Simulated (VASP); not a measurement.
# MoS2: convergence with the SCF threshold and SCF solver

Aim: find what the SCF threshold and SCF solver change for MoS2, and what they cost. The series runs use PBE. The SCF threshold tried: EDIFF = 0.01; EDIFF = 0.001; EDIFF = 1E-04; EDIFF = 1E-05; EDIFF = 1E-06; EDIFF = 1E-08. The SCF solver tried: ALGO = Normal; ALGO = Fast; ALGO = VeryFast; ALGO = All; ALGO = Damped; AMIX = 0.1, BMIX = 0.01; AMIX = 0.8; IMIX = 1, AMIX = 0.2. The start is a cell from a database of measured crystal structures.

Calculated with VASP 6.6.1; PBE; plane waves and PAW (Mo_sv, S).

Report form: the programs' logs are mostly left out.

## Step 1: Set-up

The structure is trigonal, space group R3m (No. 160). The conventional cell has a = 3.160 Å, b = 3.160 Å, c = 18.450 Å, α = 90.00°, β = 90.00°, γ = 120.00°. Nearest to Mo lie 6 S at 2.39 Å. Nearest to S lie 3 Mo at 2.39 Å. Nearest to S lie 3 Mo at 2.39 Å. Farther neighbours and most contacts between anions are not listed.

Structure file:

```xyz
3
Lattice="1.5800 2.7366 0.0000 -1.5800 2.7366 0.0000 0.0000 -1.8244 6.1500" Properties=species:S:1:pos:R:3 pbc="T T T"
Mo    0.0000    0.0000    0.0000
S     0.0000    0.0000    4.6125
S     0.0000    1.8244    1.5436
```

## Step 2: SCF threshold: EDIFF = 0.01

EDIFF stops the electronic loop; forces need it tighter than energies do. PBE, the usual starting point, adds the gradient of the density.

The input, INCAR:

```
SYSTEM = MoS2
PREC = Accurate
ENCUT = 400
EDIFF = 0.01
NELM = 100
ISMEAR = -1
SIGMA = 0.05
LREAL = .FALSE.
ALGO = Normal
GGA = PE
NBANDS = 19
LASPH = .TRUE.
LORBIT = 11
LWAVE = .FALSE.
LCHARG = .FALSE.
KPAR = 4
ISIF = 2
```

The input, POSCAR:

```
MoS2
1.0
    1.5800000000      2.7366402759      0.0000000000
   -1.5800000000      2.7366402759      0.0000000000
    0.0000000000     -1.8244268506      6.1500000000
Mo S
1 2
Direct
    0.0000000000      0.0000000000      0.0000000000
    0.2500000000      0.2500000000      0.7500000000
    0.4170000000      0.4170000000      0.2510000000
```

The input, KPOINTS:

```
Automatic mesh
0
Gamma
8 8 8
0 0 0
```

PAW data sets: Mo_sv and S (PBE family, release 64).

On the command line:

```
mpirun -np 4 vasp_std
```

The job ended after 6 s (4 MPI ranks of AMD EPYC 9R45, shared host; peak memory 0.6 GiB).

The gap is read on the k-mesh alone, so it is an upper bound where the band edges lie off the mesh. Spin-orbit coupling is off here; it would split degenerate levels.

Numbers from this step:

* SCF cycles: 9
* electrons: 26
* bands: 19
* irreducible k-points: 65
* symmetry operations: 6
* free energy (TOTEN): -21.79 eV
* Fermi energy: 8.072 eV
* pressure: 7.057 GPa
* metallic: no
* valence top at k: 0, 0, 0.5
* conduction bottom at k: -0.25, 0.125, 0
* least direct gap at k: -0.375, 0.375, 0
* gap on the k-mesh: 1.042 eV
* least direct gap on the k-mesh: 2.018 eV

The series starts at -7.2624 eV an atom and 7.06 GPa, after 9 cycles in 6 s.

## Step 3: SCF threshold: EDIFF = 0.001

Changes to INCAR since step 2:

```diff
@@ -3,3 +3,3 @@
 ENCUT = 400
-EDIFF = 0.01
+EDIFF = 0.001
 NELM = 100
```

POSCAR is that of step 2.

KPOINTS is that of step 2.

On the command line:

```
mpirun -np 4 vasp_std
```

It took 7.2 s on 4 MPI ranks; peak memory 0.62 GiB.

Against the run before the energy moves by +0.41 meV an atom and the pressure by -2.22 GPa, after 11 cycles in 7.2 s.

## Step 4: SCF threshold: EDIFF = 1E-04

Changes to INCAR since step 3:

```diff
@@ -3,3 +3,3 @@
 ENCUT = 400
-EDIFF = 0.001
+EDIFF = 1E-04
 NELM = 100
```

POSCAR is that of step 3.

KPOINTS is that of step 3.

On the command line:

```
mpirun -np 4 vasp_std
```

Wall time 7.2 s (4 MPI ranks); peak memory 0.62 GiB.

Against the run before the energy stays within 0.01 meV an atom; the pressure moves by +0.01 GPa, after 11 cycles in 7.2 s.

## Step 5: SCF threshold: EDIFF = 1E-05

Changes to INCAR since step 4:

```diff
@@ -3,3 +3,3 @@
 ENCUT = 400
-EDIFF = 1E-04
+EDIFF = 1E-05
 NELM = 100
```

POSCAR is that of step 4.

KPOINTS is that of step 4.

On the command line:

```
mpirun -np 4 vasp_std
```

Wall time 9 s (4 MPI ranks); peak memory 0.62 GiB; 30 s of CPU time.

Against the run before the energy stays within 0.01 meV an atom; the pressure moves by +0.09 GPa, after 14 cycles in 9 s.

## Step 6: SCF threshold: EDIFF = 1E-06

Changes to INCAR since step 5:

```diff
@@ -3,3 +3,3 @@
 ENCUT = 400
-EDIFF = 1E-05
+EDIFF = 1E-06
 NELM = 100
```

POSCAR is that of step 5.

KPOINTS is that of step 5.

On the command line:

```
mpirun -np 4 vasp_std
```

Run time: 9.2 s. Hardware: 4 MPI ranks; peak memory 0.62 GiB.

Against the run before the energy stays within 0.01 meV an atom and the pressure within 0.01 GPa, after 14 cycles in 9.2 s.

## Step 7: SCF threshold: EDIFF = 1E-08

Changes to INCAR since step 6:

```diff
@@ -3,3 +3,3 @@
 ENCUT = 400
-EDIFF = 1E-06
+EDIFF = 1E-08
 NELM = 100
```

POSCAR is that of step 6.

KPOINTS is that of step 6.

On the command line:

```
mpirun -np 4 vasp_std
```

Elapsed: 11 s, on 4 MPI ranks; peak memory 0.63 GiB.

Against the run before the energy stays within 0.01 meV an atom and the pressure within 0.01 GPa, after 18 cycles in 11 s.

## Step 8: The SCF threshold series as a table

This step: convergence of PBE results with the threshold; plane waves and PAW (VASP 6.6.1).

Derived from the runs above.

Differences are taken from the run with EDIFF = 1E-08. Results of the series, by row:

| setting | status | energy less the reference (meV/atom) | pressure (GPa) | largest force difference (meV/Å) | gap (eV) | SCF cycles | wall time (s) |
| --- | --- | --- | --- | --- | --- | --- | --- |
| EDIFF = 0.01 | converged | -0.4073 | 7.057 | 28.65 | 1.042 | 9 | 6 |
| EDIFF = 0.001 | converged | 0.00148 | 4.835 | 0.737 | 1.038 | 11 | 7.2 |
| EDIFF = 1E-04 | converged | 5.07e-4 | 4.846 | 2.151 | 1.038 | 11 | 7.2 |
| EDIFF = 1E-05 | converged | 3.00e-5 | 4.934 | 0.309 | 1.04 | 14 | 9 |
| EDIFF = 1E-06 | converged | 2.67e-5 | 4.934 | 0.27 | 1.04 | 14 | 9.2 |
| EDIFF = 1E-08 | converged | 0 | 4.932 | 0 | 1.04 | 18 | 11.4 |

## Step 9: SCF solver: ALGO = Normal

This step: PBE; plane waves and PAW (Mo_sv, S) (VASP 6.6.1).

All solvers should reach one answer; they differ in cycles and robustness.

Changes to INCAR since step 7:

```diff
@@ -3,3 +3,3 @@
 ENCUT = 400
-EDIFF = 1E-08
+EDIFF = 1E-06
 NELM = 100
```

POSCAR is that of step 7.

KPOINTS is that of step 7.

On the command line:

```
mpirun -np 4 vasp_std
```

Wall time 9 s (4 MPI ranks); peak memory 0.61 GiB; 30 s of CPU time.

This step gave:

| Quantity | Value |
| --- | --- |
| SCF cycles | 14 |
| Fermi energy | 8.103 eV |
| pressure | 4.934 GPa |

The series starts at -7.2620 eV an atom and 4.93 GPa, after 14 cycles in 9 s.

## Step 10: SCF solver: ALGO = Fast

Changes to INCAR since step 9:

```diff
@@ -8,3 +8,3 @@
 LREAL = .FALSE.
-ALGO = Normal
+ALGO = Fast
 GGA = PE
```

POSCAR is that of step 9.

KPOINTS is that of step 9.

On the command line:

```
mpirun -np 4 vasp_std
```

The job ended after 10 s (4 MPI ranks; peak memory 0.61 GiB).

Against the first of the series the energy stays within 0.01 meV an atom and the pressure within 0.01 GPa, after 15 cycles in 10 s.

## Step 11: SCF solver: ALGO = VeryFast

Changes to INCAR since step 10:

```diff
@@ -8,3 +8,3 @@
 LREAL = .FALSE.
-ALGO = Fast
+ALGO = VeryFast
 GGA = PE
```

POSCAR is that of step 10.

KPOINTS is that of step 10.

On the command line:

```
mpirun -np 4 vasp_std
```

Run time: 13 s. Hardware: 4 MPI ranks; peak memory 0.6 GiB; 44 s of CPU time.

Against the first of the series the energy stays within 0.01 meV an atom; the pressure moves by +0.01 GPa, after 21 cycles in 13 s.

## Step 12: SCF solver: ALGO = All

Changes to INCAR since step 11:

```diff
@@ -8,3 +8,3 @@
 LREAL = .FALSE.
-ALGO = VeryFast
+ALGO = All
 GGA = PE
```

POSCAR is that of step 11.

KPOINTS is that of step 11.

On the command line:

```
mpirun -np 4 vasp_std
```

Wall time 12 s (4 MPI ranks); peak memory 0.74 GiB; 42 s of CPU time.

Against the first of the series the energy stays within 0.01 meV an atom and the pressure within 0.01 GPa, after 19 cycles in 12 s.

## Step 13: SCF solver: ALGO = Damped

Changes to INCAR since step 12:

```diff
@@ -8,3 +8,3 @@
 LREAL = .FALSE.
-ALGO = All
+ALGO = Damped
 GGA = PE
```

POSCAR is that of step 12.

KPOINTS is that of step 12.

On the command line:

```
mpirun -np 4 vasp_std
```

Run time: 12 s. Hardware: 4 MPI ranks; peak memory 0.74 GiB.

Against the first of the series the energy stays within 0.01 meV an atom; the pressure moves by -0.01 GPa, after 23 cycles in 12 s.

## Step 14: SCF solver: AMIX = 0.1, BMIX = 0.01

Changes to INCAR since step 13:

```diff
@@ -8,3 +8,3 @@
 LREAL = .FALSE.
-ALGO = Damped
+ALGO = Normal
 GGA = PE
@@ -17 +17,3 @@
 ISIF = 2
+AMIX = 0.1
+BMIX = 0.01
```

POSCAR is that of step 13.

KPOINTS is that of step 13.

On the command line:

```
mpirun -np 4 vasp_std
```

The job ended after 11 s (4 MPI ranks; peak memory 0.62 GiB).

Against the first of the series the energy stays within 0.01 meV an atom; the pressure moves by -0.06 GPa, after 17 cycles in 11 s.

## Step 15: SCF solver: AMIX = 0.8

Changes to INCAR since step 14:

```diff
@@ -17,3 +17,2 @@
 ISIF = 2
-AMIX = 0.1
-BMIX = 0.01
+AMIX = 0.8
```

POSCAR is that of step 14.

KPOINTS is that of step 14.

On the command line:

```
mpirun -np 4 vasp_std
```

Elapsed: 12 s, on 4 MPI ranks; peak memory 0.62 GiB; 39 s of CPU time.

Against the first of the series the energy stays within 0.01 meV an atom; the pressure moves by -0.03 GPa, after 18 cycles in 12 s.

## Step 16: SCF solver: IMIX = 1, AMIX = 0.2

Changes to INCAR since step 15:

```diff
@@ -17,2 +17,3 @@
 ISIF = 2
-AMIX = 0.8
+IMIX = 1
+AMIX = 0.2
```

POSCAR is that of step 15.

KPOINTS is that of step 15.

On the command line:

```
mpirun -np 4 vasp_std
```

The job ended after 21 s (4 MPI ranks; peak memory 0.6 GiB; 70 s of CPU time).

Against the first of the series the energy stays within 0.01 meV an atom; the pressure moves by +0.01 GPa, after 34 cycles in 21 s.

## Step 17: The SCF solver series as a table

This step: convergence of PBE results with the solver; plane waves and PAW (VASP 6.6.1).

This step runs nothing: it gathers the runs above.

Differences are taken from the run with ALGO = Normal. Results of the series, by row:

| setting | status | energy less the reference (meV/atom) | pressure (GPa) | largest force difference (meV/Å) | gap (eV) | SCF cycles | wall time (s) |
| --- | --- | --- | --- | --- | --- | --- | --- |
| ALGO = Normal | converged | 0 | 4.934 | 0 | 1.04 | 14 | 9 |
| ALGO = Fast | converged | 3.33e-6 | 4.935 | 0.169 | 1.04 | 15 | 10.2 |
| ALGO = VeryFast | converged | 4.33e-5 | 4.944 | 0.471 | 1.04 | 21 | 12.8 |
| ALGO = All | converged | 3.67e-5 | 4.932 | 0.739 | 1.04 | 19 | 12.2 |
| ALGO = Damped | converged | 9.33e-5 | 4.924 | 3.55 | 1.04 | 23 | 11.6 |
| AMIX = 0.1, BMIX = 0.01 | converged | -0.001057 | 4.879 | 0.773 | 1.04 | 17 | 10.8 |
| AMIX = 0.8 | converged | -1.20e-4 | 4.908 | 0.833 | 1.04 | 18 | 11.6 |
| IMIX = 1, AMIX = 0.2 | converged | 8.13e-4 | 4.944 | 0.184 | 1.04 | 34 | 21 |

## Step 18: What came out

```yaml
scf_threshold_from_which_the_energy_stays_within_10_mev_atom_of_the_reference: EDIFF = 0.01
scf_threshold_from_which_the_energy_stays_within_1_mev_atom_of_the_reference: EDIFF = 0.01
scf_threshold_from_which_the_pressure_stays_within_0p2_gpa_of_the_reference: EDIFF = 0.001
spread_of_the_pressure_over_the_scf_threshold: 2.22 GPa
spread_of_the_energy_over_the_scf_threshold: 0.409 meV/atom
fewest_scf_cycles: ALGO = Normal (14)
most_scf_cycles_among_converged_runs: IMIX = 1, AMIX = 0.2 (34)
spread_of_the_pressure_over_the_scf_solver: 0.0655 GPa
spread_of_the_energy_over_the_scf_solver: 0.00187 meV/atom
```

In words: From EDIFF = 0.01 on, the energy stays within 1 meV an atom of the reference, at 53 % of its time. The pressure holds within 0.2 GPa from EDIFF = 0.001 on. The loosest stop saves 9 of 18 cycles and costs -0.4 meV an atom, +2.12 GPa, 28.7 meV/Å in forces. All SCF solvers that converged agree within 0.05 meV an atom. No setting beats the 9 s of ALGO = Normal by a fifth or more; the slowest converged run is IMIX = 1, AMIX = 0.2, at 21 s. On a shared host such times are rough. Yet the pressure of AMIX = 0.1, BMIX = 0.01 is -0.06 GPa off: EDIFF tests the energy, which is second order in the error of the density, while the stress is first order.

[Lines on the potential files, build, host, timing and source positions are cut from VASP's logs without a mark.]

[Logs are printed without paths, hosts, clocks, repeated set-up lines and the standing remarks that a program may print on its own settings, such as how far it seeks lower states.]

[Hosts, paths, dates, database ids (printed as entryN), source tags and the programs' standing remarks are cut or masked in the printed files.]

[A measured line is paired with the nearest computed mode of its activity, which favours agreement.]
